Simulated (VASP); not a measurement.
Here is the system:

```xyz
8
Lattice="6.4267 0.0000 0.0000 0.0000 6.4267 0.0000 0.0000 0.0000 6.4267" Properties=species:S:1:pos:R:3 pbc="T T T"
Zn     0.0000     0.0000     0.0000
Te     1.5614     1.5614     1.5614
Te     4.8653     4.8653     1.5614
Te     4.8653     1.5614     4.8653
Te     1.5614     4.8653     4.8653
Mg     3.2134     3.2134     0.0000
Mg     3.2134     0.0000     3.2134
Mg     0.0000     3.2134     3.2134
```

Method: PBE GGA, VASP's PBE PAW potentials (set 64) (plane waves; VASP). Settings: 400 eV cut-off, Gaussian smearing of 0.050 eV, potentials Zn Te Mg.

Unless said otherwise, spin-orbit coupling is left out, though it shifts the bands of the heavy elements here.

**Question.** Estimate the band gap (along the path) with the smallest direct gap where there is one.

**Answer.** 
| Item | Result |
|---|---|
| band gap (along the path) | 1.80 eV |
| smallest direct gap (along the path) | 1.80 eV |

The structure was generated: Mg3ZnTe4 was put into an ordered model structure (P-43m), which need not be its known phase. It was relaxed first.
